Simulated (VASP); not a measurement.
Output of a VASP run:

### OSZICAR
```
       N       E                     dE             d eps       ncg     rms          rms(c)
DAV:   1     0.619844937786E+02    0.61984E+02   -0.83387E+03  1464   0.148E+03
DAV:   2    -0.297841355671E+02   -0.91769E+02   -0.86608E+02  1481   0.265E+02
DAV:   3    -0.341945930999E+02   -0.44105E+01   -0.42886E+01  1915   0.661E+01
DAV:   4    -0.342732165041E+02   -0.78623E-01   -0.78693E-01  1634   0.819E+00
DAV:   5    -0.342752949679E+02   -0.20785E-02   -0.20834E-02  1965   0.145E+00    0.167E+01
DAV:   6    -0.360330230360E+02   -0.17577E+01   -0.51689E+01  1589   0.183E+02    0.240E+01
DAV:   7    -0.302837394244E+02    0.57493E+01   -0.13748E+01  1754   0.111E+02    0.478E+00
DAV:   8    -0.302269151169E+02    0.56824E-01   -0.21849E+00  2137   0.280E+01    0.360E+00
DAV:   9    -0.301744470722E+02    0.52468E-01   -0.23744E-01  1785   0.111E+01    0.578E-01
DAV:  10    -0.301953485935E+02   -0.20902E-01   -0.27787E-02  1942   0.290E+00    0.496E-01
DAV:  11    -0.301877273693E+02    0.76212E-02   -0.39912E-02  1810   0.520E+00    0.635E-01
DAV:  12    -0.301931873170E+02   -0.54599E-02   -0.19820E-02  1732   0.364E+00    0.437E-02
DAV:  13    -0.301931194729E+02    0.67844E-04   -0.49635E-04  1701   0.396E-01    0.220E-02
DAV:  14    -0.301931249867E+02   -0.55138E-05   -0.13931E-05  2098   0.386E-02    0.168E-02
DAV:  15    -0.301931243751E+02    0.61152E-06   -0.22302E-06  1758   0.235E-02    0.166E-02
DAV:  16    -0.301931283598E+02   -0.39846E-05   -0.11928E-05  1688   0.598E-02    0.416E-03
DAV:  17    -0.301931287898E+02   -0.43000E-06   -0.28173E-07  1706   0.528E-03    0.414E-03
DAV:  18    -0.301931290151E+02   -0.22532E-06   -0.32074E-09   863   0.625E-04    0.426E-03
DAV:  19    -0.301931307570E+02   -0.17419E-05   -0.70278E-08   963   0.305E-03    0.201E-03
DAV:  20    -0.301931305711E+02    0.18587E-06   -0.36132E-08   843   0.182E-03    0.888E-04
DAV:  21    -0.301931313106E+02   -0.73945E-06   -0.42706E-09   833   0.813E-04    0.775E-04
DAV:  22    -0.301931309365E+02    0.37404E-06   -0.16244E-09   823   0.451E-04    0.712E-04
DAV:  23    -0.301931324419E+02   -0.15053E-05   -0.10759E-08   813   0.282E-03    0.250E-04
DAV:  24    -0.301931325331E+02   -0.91195E-07   -0.28947E-09   798   0.723E-04
   1 F= -.30193133E+02 E0= -.30193133E+02  d E =0.000000E+00
       N       E                     dE             ncg
       N       E                     dE             ncg
```

**OUTCAR**
```
------------------------ aborting loop because EDIFF is reached ----------------------------------------
  FORCE on cell =-STRESS in cart. coord.  units (eV):
  Direction    XX          YY          ZZ          XY          YZ          ZX
  --------------------------------------------------------------------------------------
  Total       -0.1171060     -0.1171060     -0.1171060      0.0000000      0.0000000     -0.0000000
  in kB       -4.8247363     -4.8247363     -4.8247363      0.0000000      0.0000000     -0.0000000
  external PRESSURE =      -4.8247363 kB  Pullay stress =       0.0000000 kB
  volume of cell :       38.89
      direct lattice vectors                 reciprocal lattice vectors
     0.000000000  2.689028110  2.689028110    -0.185940786  0.185940786  0.185940786
     2.689028110  0.000000000  2.689028110     0.185940786 -0.185940786  0.185940786
     2.689028110  2.689028110  0.000000000     0.185940786  0.185940786 -0.185940786
 POSITION                                       TOTAL-FORCE (eV/Angst)
 -----------------------------------------------------------------------------------
      1.34451      1.34451      1.34451         0.000000     -0.000000      0.000000
      4.03354      4.03354      4.03354        -0.000000      0.000000     -0.000000
      0.00000      0.00000      0.00000        -0.000000     -0.000000     -0.000000
 -----------------------------------------------------------------------------------
    total drift:                               -0.000000     -0.000000      0.000000
  FREE ENERGIE OF THE ION-ELECTRON SYSTEM (eV)
  ---------------------------------------------------
  free  energy   TOTEN  =       -30.1931325331 eV

  energy  without entropy=      -30.1931325331  energy(sigma->0) =      -30.19313253

 total charge

# of ion       s       p       d       tot
------------------------------------------
    1        0.721   0.873   0.000   1.593
    2        0.721   0.873   0.000   1.593
    3        0.584   0.874   8.457   9.916
--------------------------------------------------
tot          2.026   2.620   8.457  13.103

 Electric field gradients after diagonalization (V/A^2)
 (convention: |V_zz| > |V_xx| > |V_yy|)
----------------------------------------------------------------------
 ion       V_xx      V_yy      V_zz     asymmetry (V_yy - V_xx)/ V_zz
----------------------------------------------------------------------
   1       0.000     0.000    -0.000       0.000
   2       0.000     0.000    -0.000       0.000
   3      -0.002    -0.002     0.005       0.000
```
(Selected blocks of OUTCAR.)

**POSCAR**
```
NiSi2
1
    0.0000000000     2.6890281098     2.6890281098
    2.6890281098     0.0000000000     2.6890281098
    2.6890281098     2.6890281098     0.0000000000
Si Ni
2 1
Direct
  0.2500000000   0.2500000000   0.2500000000
  0.7500000000   0.7500000000   0.7500000000
  0.0000000000   0.0000000000   0.0000000000
```

### Question
Reconstruct the remaining input files.

### Answer
This is not unique; one that fits is the input of the run itself, r2SCAN+rVV10, plane waves, VASP's PBE PAW potentials (set 64).

### KPOINTS_OPT
```
k-points along high-symmetry lines
10
Line-mode
Reciprocal
  0.000000   0.000000   0.000000 ! GAMMA
  0.500000   0.000000   0.500000 ! X

  0.500000   0.000000   0.500000 ! X
  0.625000   0.250000   0.625000 ! U

  0.375000   0.375000   0.750000 ! K
  0.000000   0.000000   0.000000 ! GAMMA

  0.000000   0.000000   0.000000 ! GAMMA
  0.500000   0.500000   0.500000 ! L

  0.500000   0.500000   0.500000 ! L
  0.500000   0.250000   0.750000 ! W

  0.500000   0.250000   0.750000 ! W
  0.500000   0.000000   0.500000 ! X
```

### INCAR
```
SYSTEM=NiSi2
PREC=Accurate; ENCUT=520; LREAL=.False.
LASPH=.True.
EDIFF=1E-7; NELM=100; ALGO=Normal
LMAXMIX=4; LMIXTAU=.True.
ISMEAR=-5
METAGGA=R2SCAN; LUSE_VDW=.True.; BPARAM=11.95
CPARAM=0.0093
ISIF=2
LWAVE=.False.; LCHARG=.False.; LORBIT=11
NEDOS=601
LEFG=.True.
```

KPOINTS:
```
Automatic mesh
0
Gamma
11 11 11
0 0 0
```

POTCAR, in this order: Si Ni (PBE.64 set). Program: vasp_std.

For a metal the tetrahedron method with Blöchl corrections gives inexact stress and forces.

The compound is NiSi2 in the fluorite structure. It was relaxed first. The run is not spin-polarised, so no magnetic state was tried.
